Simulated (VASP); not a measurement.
```
CELL_PARAMETERS angstrom
     -1.71680     1.71680     5.84893
      1.71680    -1.71680     5.84893
      1.71680     1.71680    -5.84893
ATOMIC_POSITIONS crystal
  Nb 0.74972 0.74972 0.00000
  Nb 0.49972 0.99972 0.50000
  As 0.16728 0.16728 0.00000
  As 0.91728 0.41728 0.50000
```

Method: PBE GGA, VASP's PBE PAW potentials (set 64) (plane waves; VASP). Numerical set-up: 300 eV cut-off, 10×10×10 Γ-centred mesh, Fermi-Dirac smearing of 0.14 eV, potentials Nb_sv As.

At this cut-off the stress carries a Pulay error, which pulls relaxed volumes low.

Question: What does the run give for the energy per atom (σ→0), pressure, band gap (on the k-mesh) with the smallest direct gap where there is one?

Answer: 
```yaml
band gap (on the k-mesh): none (metal, semimetal or under 0.01 eV)
energy per atom (σ→0): -8.121 eV/atom
pressure: 4.65 GPa
```

Total energies compare only between runs with the same potentials, cut-off and functional.

The structure comes from a computed database's NbAs entry; how it stands against other phases isn't given here. The cell was not relaxed at this level.
